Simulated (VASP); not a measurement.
Data:

```yaml
crystal:
  lattice:
    - [1.57133, -2.72163, 0.00000]
    - [1.57133, 2.72163, 0.00000]
    - [0.00000, 0.00000, 5.09345]
  atoms:
    - { symbol: Zr, position: [0.33333, 0.66667, 0.25000] }
    - { symbol: Zr, position: [0.66667, 0.33333, 0.75000] }
```

All values below come from LDA (Ceperley-Alder, Perdew-Zunger) with spin-orbit coupling, VASP's LDA PAW potentials (set 64) (plane waves; VASP). Settings: 400 eV cut-off, 12×12×7 Γ-centred mesh, Gaussian smearing of 0.050 eV, potentials Zr_sv.

Question: Estimate the energy per atom (σ→0), band gap (over mesh and band path) with the smallest direct gap where there is one.

Answer: 
| Item | Result |
|---|---|
| band gap (over mesh and band path) | none (metal, semimetal or under 0.01 eV) |
| energy per atom (σ→0) | -9.364 eV/atom |

The absolute energy has meaning only against runs of the same code, potentials and settings.

The compound is Zr in the hcp structure. It was relaxed first, which changed the volume by -6 %.
